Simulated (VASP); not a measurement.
VASP ran on this input.

### KPOINTS
```
Automatic mesh
0
Gamma
9 9 9
0 0 0
```

INCAR:
```
SYSTEM = YbSi2
PREC = Accurate
ENCUT = 520
EDIFF = 1E-6
NELM = 60
ALGO = Normal
LREAL = .FALSE.
LASPH = .TRUE.
ISMEAR = 1
SIGMA = 0.1
GGA = PE
LMAXMIX = 6
LWAVE = .FALSE.
LCHARG = .FALSE.
ISIF = 2
```

**POSCAR**
```
YbSi2
1
   -1.7833570000     1.7833570000     4.3648420000
    1.7833570000    -1.7833570000     4.3648420000
    1.7833570000     1.7833570000    -4.3648420000
Yb Si
1 2
Direct
  0.0000000000   0.0000000000   0.0000000000
  0.3353000000   0.3353000000   0.0000000000
  0.6647000000   0.6647000000   0.0000000000
```

POTCAR, in this order: Si Yb_2 (PBE.64 set). Program: vasp_std.

The run wrote:

File standard output:
```
 POSCAR found type information on POSCAR YbSi
 POSCAR found :  2 types and       3 ions
 Reading from existing POTCAR
 Reading from existing POTCAR
 WARNING: type information on POSCAR and POTCAR are incompatible
 POTCAR overwrites the type information in POSCAR
 typ   1 type information:  Yb Si
 WARNING: type information on POSCAR and POTCAR are incompatible
 POTCAR overwrites the type information in POSCAR
 typ   2 type information:  Si Yb
 LDA part: xc-table for (Slater+PW92), standard interpolation
 POSCAR, INCAR and KPOINTS ok, starting setup
 WAVECAR not read
 entering main loop
       N       E                     dE             d eps       ncg     rms          rms(c)
DAV:   1     0.573291619462E+02    0.57329E+02   -0.94526E+03  2100   0.134E+03
DAV:   2    -0.645519054061E+01   -0.63784E+02   -0.62685E+02  2478   0.266E+02
DAV:   3    -0.808676018491E+01   -0.16316E+01   -0.16136E+01  2676   0.291E+01
DAV:   4    -0.809725218293E+01   -0.10492E-01   -0.10489E-01  2412   0.264E+00
DAV:   5    -0.809738059581E+01   -0.12841E-03   -0.12841E-03  2688   0.302E-01    0.233E+01
DAV:   6    -0.792682524472E+01    0.17056E+00   -0.79867E-01  2262   0.367E+00    0.146E+01
DAV:   7    -0.797497577810E+01   -0.48151E-01   -0.18499E-01  2598   0.246E+00    0.149E+00
DAV:   8    -0.797050258651E+01    0.44732E-02   -0.30988E-02  2244   0.798E-01    0.175E-01
DAV:   9    -0.797027850791E+01    0.22408E-03   -0.18707E-03  2454   0.331E-01    0.767E-02
DAV:  10    -0.797026273871E+01    0.15769E-04   -0.14762E-04  2544   0.788E-02    0.428E-02
DAV:  11    -0.797025948532E+01    0.32534E-05   -0.11575E-05  2460   0.322E-02    0.646E-03
DAV:  12    -0.797025940424E+01    0.81081E-07   -0.53908E-07  1386   0.553E-03
   1 F= -.79702594E+01 E0= -.79696655E+01  d E =-.178178E-02
```

File OUTCAR:
```
------------------------ aborting loop because EDIFF is reached ----------------------------------------
  FORCE on cell =-STRESS in cart. coord.  units (eV):
  Direction    XX          YY          ZZ          XY          YZ          ZX
  --------------------------------------------------------------------------------------
  Total        6.4110271      6.4110271      4.1743827      0.0000000      0.0000000      0.0000000
  in kB      184.9835433    184.9835433    120.4474879      0.0000000      0.0000000      0.0000000
  external PRESSURE =     163.4715248 kB  Pullay stress =       0.0000000 kB
  volume of cell :       55.53
      direct lattice vectors                 reciprocal lattice vectors
    -1.783357000  1.783357000  4.364842000     0.000000000  0.280370111  0.114551684
     1.783357000 -1.783357000  4.364842000     0.280370111  0.000000000  0.114551684
     1.783357000  1.783357000 -4.364842000     0.280370111  0.280370111  0.000000000
 POSITION                                       TOTAL-FORCE (eV/Angst)
 -----------------------------------------------------------------------------------
      0.00000      0.00000      0.00000         0.000000      0.000000     -0.000000
      0.00000      0.00000      2.92706         0.000000      0.000000      0.718373
      0.00000      0.00000      5.80262        -0.000000     -0.000000     -0.718373
 -----------------------------------------------------------------------------------
    total drift:                                0.000000      0.000000     -0.000000
  FREE ENERGIE OF THE ION-ELECTRON SYSTEM (eV)
  ---------------------------------------------------
  free  energy   TOTEN  =        -7.9702594042 eV

  energy  without entropy=       -7.9684776270  energy(sigma->0) =       -7.96966548
```
(Selected blocks of OUTCAR.)

Problem. From input and log, find the fault in this run and mend it.

Solution. The cause: POTCAR lists the elements in another order than POSCAR. The run ends without an error. Against the sound run, the pressure increases by 8.50 GPa; the largest force falls by 0.864 eV/Å. To mend it, use POTCAR Yb_2 Si of the PBE.64 set.

The mended run (PBE GGA, plane waves, VASP's PBE PAW potentials (set 64)) converges, and its OSZICAR ends with
```
   1 F= -.11451549E+02 E0= -.11451195E+02  d E =-.105941E-02
```

The structure was generated: YbSi2 was put into the MoSi2 type (I4/mmm), which need not be its known phase. The cell was not relaxed at this level. The 4f electrons are frozen in the core of the lanthanide potential, so 4f levels, which can set the real gap, and their magnetism are missing.
